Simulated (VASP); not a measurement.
BeCd3Se4 (ordered alloy cell): computed properties

Calculation: PBEsol GGA, VASP's PBE PAW potentials (set 64) (plane waves; VASP 6.6.1).

```json
{
  "space_group": "R3m (160)",
  "cell": "a = b = 4.1209 Å, c = 41.1740 Å, α = β = 90.00°, γ = 120.00°",
  "volume_per_atom": "25.23 Å^3/atom",
  "band gap (over mesh and band path)": "0.78 eV",
  "smallest direct gap (over mesh and band path)": "0.78 eV",
  "band_edge_character": "direct, Γ to Γ",
  "density": "5.45 g/cm³"
}
```

```yaml
crystal:
  lattice:
    - [0.00000, 2.91394, 2.91394]
    - [2.91394, 0.00000, 2.91394]
    - [11.80918, 11.80918, -0.15344]
  atoms:
    - { symbol: Cd, position: [0.02543, 0.02543, 0.98092] }
    - { symbol: Cd, position: [0.00349, 0.00349, 0.24739] }
    - { symbol: Cd, position: [0.98233, 0.98233, 0.51325] }
    - { symbol: Se, position: [0.25604, 0.25604, 0.05797] }
    - { symbol: Se, position: [0.23483, 0.23483, 0.32387] }
    - { symbol: Se, position: [0.21538, 0.21538, 0.58847] }
    - { symbol: Se, position: [0.27973, 0.27973, 0.79020] }
    - { symbol: Be, position: [0.00277, 0.00277, 0.74792] }
```

The structure was generated: BeCd3Se4 was put into an ordered model structure (R3m), which need not be its known phase. It was relaxed first. Symmetry was kept, so distortions that lower it aren't found.
